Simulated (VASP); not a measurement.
# MgCd2Te3 (I-4m2) in VASP: further runs

Runs on MgCd2Te3. Level: PBE. Tasks: single point, relaxation of cell and atoms.

All numbers are computed with VASP 6.6.1; they aren't measurements. Logs are shortened: lines on timing, memory, paths and dates and some standing lists are left out, and cuts for length are marked.

### Step 1. The structure

The structure is tetragonal, space group I-4m2 (No. 119). The conventional cell has a = 4.659 Å, b = 4.659 Å, c = 19.708 Å, α = 90.00°, β = 90.00°, γ = 90.00°. Mg (site symmetry -4m2) has 4 Te at 2.82 Å as nearest neighbours. Cd (site symmetry 2mm) is surrounded by 4 Te at 2.86 to 2.87 Å. Cd (site symmetry 2mm) has 4 Te at 2.86 to 2.87 Å as nearest neighbours. Around Te (site symmetry 2mm) lie 2 Mg at 2.82 Å and 2 Cd at 2.87 Å. Te (site symmetry 2mm) is surrounded by 2 Mg at 2.82 Å and 2 Cd at 2.87 Å. Around Te (site symmetry -4m2) lie 4 Cd at 2.86 Å.

The cell was built by a generator and needn't be a form met in nature.

### Step 2. Single point, PBE

Input file INCAR:

```
PREC = Normal ; ENCUT = 520
EDIFF = 1E-5 ; ISMEAR = 0
SIGMA = 0.05 ; LREAL = Auto
LASPH = T ; NELM = 80
ALGO = Fast ; ISIF = 2
LWAVE = F ; LCHARG = F
GGA = PE
```

Input file KPOINTS:

```
regular mesh
0
Gamma
  3 3 3
```

Input file POSCAR:

```
MgCd2Te3
1.0
   -4.6594000000      4.6594000000     19.7078800000
    2.3297000000     -2.3297000000      9.8539400000
    2.3297000000      2.3297000000     -9.8539400000
Mg Cd Te
2 4 6
Direct
    0.0000000000      0.0000000000      0.0000000000
    0.5000000000      0.0000000000      0.0000000000
    0.1672380000      0.3344760000      0.0000000000
    0.6672380000      0.3344760000      0.0000000000
    0.3327620000      0.6655240000      0.0000000000
    0.8327620000      0.6655240000      0.0000000000
    0.4596830000      0.4193660000      0.5000000000
    0.9596830000      0.4193660000      0.5000000000
    0.2903170000      0.0806340000      0.5000000000
    0.7903170000      0.0806340000      0.5000000000
    0.1250000000      0.7500000000      0.5000000000
    0.6250000000      0.7500000000      0.5000000000
```

Potentials or basis: VASP PAW PBE potentials, release 64 (Mg, Cd, Te).

Command:

```sh
> cat potpaw_PBE.64/Mg/POTCAR potpaw_PBE.64/Cd/POTCAR potpaw_PBE.64/Te/POTCAR > POTCAR
> mpirun -np 4 vasp_std > vasp.out
```

OUTCAR:

```text
PREC = Normal
   ENCUT = 520
   EDIFF = 1E-5
   ISMEAR = 0
   LREAL = Auto
   LASPH = T
   NELM = 80
   ISIF = 2
   GGA = PE

 ion  position               nearest neighbor table
   1  0.000  0.000  0.000-   8 2.82   9 2.82  10 2.82   8 2.82
   2  0.500  0.000  0.000-   7 2.82  10 2.82   9 2.82   7 2.82
   3  0.167  0.334  0.000-  11 2.86  11 2.86   8 2.87   7 2.87
   4  0.667  0.334  0.000-  12 2.86  12 2.86   7 2.87   8 2.87
   5  0.333  0.666  0.000-  12 2.86  11 2.86   9 2.87   9 2.87
   6  0.833  0.666  0.000-  11 2.86  12 2.86  10 2.87  10 2.87
   7  0.460  0.419  0.500-   2 2.82   2 2.82   4 2.87   3 2.87
   8  0.960  0.419  0.500-   1 2.82   1 2.82   3 2.87   4 2.87
   9  0.290  0.081  0.500-   2 2.82   1 2.82   5 2.87   5 2.87
  10  0.790  0.081  0.500-   1 2.82   2 2.82   6 2.87   6 2.87
  11  0.125  0.750  0.500-   3 2.86   6 2.86   3 2.86   5 2.86
  12  0.625  0.750  0.500-   4 2.86   5 2.86   4 2.86   6 2.86

  LATTYP: Found a base centered monoclinic cell.
 ALAT       =    20.2511861987
 B/A-ratio  =     0.2300803496
 C/A-ratio  =     0.4601606992
 COS(beta)  =    -0.2300803496

  Lattice vectors:

 A1 = (  -2.3297000000,  -2.3297000000,   9.8539400000)
 A2 = (   2.3297000000,  -2.3297000000,   9.8539400000)
 A3 = (   0.0000000000,   9.3188000000,   0.0000000000)

Analysis of symmetry for initial positions (statically):
=====================================================================
 Subroutine PRICEL returns following result:

  LATTYP: Found a body centered tetragonal cell.
 ALAT       =     4.6594000000
 C/A-ratio  =     4.2297033953

  Lattice vectors:

 A1 = (  -2.3297000000,   2.3297000000,   9.8539400000)
 A2 = (   2.3297000000,  -2.3297000000,   9.8539400000)
 A3 = (   2.3297000000,   2.3297000000,  -9.8539400000)

   2 primitive cells build up your supercell.

 Routine SETGRP: Setting up the symmetry group for a
 base centered monoclinic supercell.

 Subroutine GETGRP returns: Found  2 space group operations
 (whereof  2 operations were pure point group operations)
 out of a pool of  4 trial point group operations.

The static configuration has the point symmetry C_1h.

Analysis of symmetry for dynamics (positions and initial velocities):
=====================================================================
 Subroutine PRICEL returns following result:

  LATTYP: Found a body centered tetragonal cell.
 ALAT       =     4.6594000000
 C/A-ratio  =     4.2297033953

  Lattice vectors:

 A1 = (  -2.3297000000,   2.3297000000,   9.8539400000)
 A2 = (   2.3297000000,  -2.3297000000,   9.8539400000)
 A3 = (   2.3297000000,   2.3297000000,  -9.8539400000)

   2 primitive cells build up your supercell.

 Routine SETGRP: Setting up the symmetry group for a
 base centered monoclinic supercell.

 Subroutine GETGRP returns: Found  2 space group operations
 (whereof  2 operations were pure point group operations)
 out of a pool of  4 trial point group operations.

The dynamic configuration has the point symmetry C_1h.

 Subroutine INISYM returns: Found  2 space group operations
 (whereof  2 operations are pure point group operations),
 and found     2 'primitive' translations

----------------------------------------------------------------------------------------

                                     Primitive cell

  volume of cell :     213.9291

  direct lattice vectors                    reciprocal lattice vectors
    -2.329700000  2.329700000  9.853940000     0.000000000  0.214619908  0.050741125
     2.329700000 -2.329700000  9.853940000     0.214619908  0.000000000  0.050741125
     2.329700000  2.329700000 -9.853940000     0.214619908  0.214619908  0.000000000

  length of vectors
    10.390146183 10.390146183 10.390146183     0.220536543  0.220536543  0.303518385

  position of ions in fractional coordinates (direct lattice)
     0.000000000  0.000000000  0.000000000
     0.334476000  0.334476000  0.000000000
     0.665524000  0.665524000  0.000000000
     0.919366000  0.419366000  0.500000000
     0.580634000  0.080634000  0.500000000
     0.250000000  0.750000000  0.500000000

  ion indices of the primitive-cell ions
   primitive index   ion index
                 1           1
                 2           3
                 3           6
                 4           8
                 5          10
                 6          11

----------------------------------------------------------------------------------------

 KPOINTS: regular mesh

Automatic generation of k-mesh.
 Grid dimensions read from file:
 generate k-points for:    3    3    3

 Generating k-lattice:

  Cartesian coordinates                     Fractional coordinates (reciprocal lattice)
     0.000000000  0.035769985  0.008456854     0.333333333  0.000000000  0.000000000
     0.071539969  0.000000000  0.016913708     0.000000000  0.333333333  0.000000000
     0.071539969  0.071539969  0.000000000     0.000000000  0.000000000  0.333333333

  Length of vectors
     0.036756090  0.073512181  0.101172795

  Shift w.r.t. Gamma in fractional coordinates (k-lattice)
     0.000000000  0.000000000  0.000000000

 Subroutine IBZKPT returns following result:
 ===========================================

 Found     10 irreducible k-points:

 Following reciprocal coordinates:
            Coordinates               Weight
  0.000000  0.000000  0.000000      1.000000
  0.333333  0.000000  0.000000      2.000000
  0.000000  0.333333  0.000000      4.000000
  0.333333  0.333333  0.000000      4.000000
 -0.333333  0.333333  0.000000      4.000000
  0.000000  0.333333  0.333333      4.000000
  0.333333  0.333333  0.333333      2.000000
  0.000000 -0.333333  0.333333      2.000000
  0.333333 -0.333333  0.333333      2.000000
 -0.333333 -0.333333  0.333333      2.000000
   k-points           NKPTS =     10   k-points in BZ     NKDIM =     10   number of bands    NBANDS=     52
   number of dos      NEDOS =    301   number of ions     NIONS =     12
   total plane-waves  NPLWV = 432000
   dimension x,y,z NGX =   120 NGY =   60 NGZ =   60
   dimension x,y,z NGXF=   240 NGYF=  120 NGZF=  120
   ions per type =               2   4   6
   NGX,Y,Z   is equivalent  to a cutoff of   9.60,  9.60,  9.60 a.u.
   NGXF,Y,Z  is equivalent  to a cutoff of  19.20, 19.20, 19.20 a.u.
 SYSTEM =  unknown system
   PREC   = normal    normal or accurate (medium, high low for compatibility)
   ISTART =      0    job   : 0-new  1-cont  2-samecut
   ICHARG =      2    charge: 1-file 2-atom 10-const
   ISPIN  =      1    spin polarized calculation?
   LNONCOLLINEAR =      F non collinear calculations
   LSORBIT =      F    spin-orbit coupling
   LASPH  =      T    aspherical Exc in radial PAW
   ENCUT  =  520.0 eV  38.22 Ry    6.18 a.u.  38.64 19.32 19.32*2*pi/ulx,y,z
   NELM   =     80;   NELMIN=  2; NELMDL= -5     # of ELM steps
   EDIFF  = 0.1E-04   stopping-criterion for ELM
   LREAL  =      T    real-space projection
   EDIFFG = 0.1E-03   stopping-criterion for IOM
   NSW    =      0    number of steps for IOM
   IBRION =     -1    ionic relax: 0-MD 1-quasi-New 2-CG
   NFREE  =      0    steps in history (QN), initial steepest desc. (CG)
   ISIF   =      2    stress and relaxation
   ISYM   =      2    0-nonsym 1-usesym 2-fastsym
   POTIM  = 0.5000    time-step for ionic-motion
   TEBEG  =    0.0;   TEEND  =   0.0 temperature during run
   PSTRESS=    0.0 pullay stress
   NELECT =      88.0000    total number of electrons
   NUPDOWN=      -1.0000    fix difference up-down
   EMIN   =  10.00;   EMAX   =-10.00  energy-range for DOS
   EFERMI =   0.00;   METHOD = LEGACY
   ISMEAR =     0;   SIGMA  =   0.05  broadening in eV -4-tet -1-fermi 0-gaus
   EFERMI_NEDOS =   21; number of points for ismear=-14 and -15
   IALGO  =     68    algorithm
   IMIX   =      4    mixing-type and parameters
     AMIX     =   0.40;   BMIX     =  1.00
     AMIX_MAG =   1.60;   BMIX_MAG =  1.00
  volume/ion in A,a.u.               =      35.65       240.61
  Fermi-wavevector in a.u.,A,eV,Ry     =   0.966353  1.826142 12.705636  0.933838
  Thomas-Fermi vector in A             =   2.096147
   LORBIT       =      0    0 simple, 1 ext, 2 COOP (PROOUT), +10 PAW based schemes
   GGA     = PE    functional components
   LHFCALC =     F    Hartree Fock is set to
   AEXX    =    0.0000 exact exchange contribution
   IVDW    =     0    specifies the selected vdW correction
   LEPSILON=     F    determine dielectric tensor
   LRPA    =     F    only Hartree local field effects (RPA)
 non-spin polarized calculation
 RMM-DIIS sequential band-by-band and
 Gauss-broadening in eV      SIGMA  =   0.05
  energy-cutoff  :      520.00
  volume of cell :      427.86
 maximum number of plane-waves:     11569
   NGX = 77   NGY = 39   NGZ = 39

 number of electron      88.0000004 magnetization

 Free energy of the ion-electron system (eV)
  ---------------------------------------------------
  ext. energy  EPLUGINS =         0.00000000
  ---------------------------------------------------
  free energy    TOTEN  =       -31.85411967 eV

  energy without entropy =      -31.85411967  energy(sigma->0) =      -31.85411967

 E-fermi :   2.0533     XC(G=0):  -8.1279

 val. band max:        1.7994341153   @ k =   0.0000   0.0000   0.0000
 cond. band min:       2.8817286865   @ k =   0.0000   0.0000   0.0000
 fundamental gap:      1.0822945713
 Fermi energy:         2.0533320887

 k-point     1 :       0.0000    0.0000    0.0000
  band No.  band energies     occupation
      1      -8.8209      2.00000
      2      -8.5434      2.00000
      3      -8.5012      2.00000
      4      -8.3760      2.00000
      5      -8.3166      2.00000
      6      -8.3134      2.00000
[... 44 lines left out ...]
     51       5.1911      0.00000
     52       5.2528      0.00000
[... 493 lines left out ...]
     51       5.6989      0.00000
     52       6.0613      0.00000

------------------------ aborting loop because EDIFF is reached ----------------------------------------

  FORCE on cell =-STRESS in cart. coord.  units (eV):
  Direction    XX          YY          ZZ          XY          YZ          ZX
  --------------------------------------------------------------------------------------
  -------------------------------------------------------------------------------------
  Total        1.4719405     -0.0693080     -0.1241295      0.0000000      0.0012320      0.0000000
  in kB        5.5118951     -0.2595340     -0.4648211      0.0000000      0.0046134      0.0000000
  external PRESSURE =       1.5958467 kB  Pullay stress =       0.0000000 kB

 VOLUME and BASIS-vectors are now :
 -----------------------------------------------------------------------------
  energy-cutoff  :      520.00
  volume of cell :      427.86
      direct lattice vectors                 reciprocal lattice vectors
    -4.659400000  4.659400000 19.707880000     0.000000000  0.107309954  0.025370562
     2.329700000 -2.329700000  9.853940000     0.214619908  0.000000000  0.050741125
     2.329700000  2.329700000 -9.853940000     0.214619908  0.214619908  0.000000000

 POSITION                                       TOTAL-FORCE (eV/Angst)
 -----------------------------------------------------------------------------------
      0.00000      0.00000      0.00000        -0.000000      0.000020      0.009466
     -2.32970      2.32970      9.85394        -0.000000      0.000020      0.009466
      0.00000     -0.00000      6.59181        -0.000000     -0.000074      0.018761
     -2.32970      2.32970     16.44575        -0.000000     -0.000074      0.018761
     -0.00000      0.00000     13.11607        -0.000000     -0.000084      0.029714
     -2.32970      2.32970     22.97001        -0.000000     -0.000084      0.029714
      0.00000      2.32970      8.26481         0.000000     -0.000042      0.008405
     -2.32970      4.65940     18.11875         0.000000     -0.000042      0.008405
      0.00000      2.32970      1.58913         0.000000      0.000087     -0.039526
     -2.32970      4.65940     11.44307         0.000000      0.000087     -0.039526
      2.32970      0.00000      4.92697         0.000000      0.000092     -0.026820
      0.00000      2.32970     14.78091         0.000000      0.000092     -0.026820
 -----------------------------------------------------------------------------------
    total drift:                               -0.000011      0.000041      0.000170

  FREE ENERGIE OF THE ION-ELECTRON SYSTEM (eV)
  ---------------------------------------------------
  free  energy   TOTEN  =       -31.8541196679 eV

  energy  without entropy=      -31.8541196679  energy(sigma->0) =      -31.85411967
```

Wall time 4.1 min (4 MPI ranks of Intel Xeon Platinum 8488C (Sapphire Rapids), shared host); peak memory 0.37 GiB.

Results:

* Free energy: -31.8541 eV
* Pressure: 0.2 GPa
* Largest force: 0.040 eV/Å
* Band gap on the k mesh: 1.08 eV

Forces on the atoms (eV/Å):
```
Mg   0.000  0.000  0.009
Mg   0.000  0.000  0.009
Cd   0.000  0.000  0.019
Cd   0.000  0.000  0.019
Cd   0.000  0.000  0.030
Cd   0.000  0.000  0.030
Te   0.000  0.000  0.008
Te   0.000  0.000  0.008
Te   0.000  0.000 -0.040
Te   0.000  0.000 -0.040
Te   0.000  0.000 -0.027
Te   0.000  0.000 -0.027
```

Caveat: the k mesh is coarse (spacing up to 0.64 Å⁻¹), so the values aren't converged; spin-orbit coupling is left out, which moves the levels of the heavy elements.

(Part 1 of 2 ends here.)
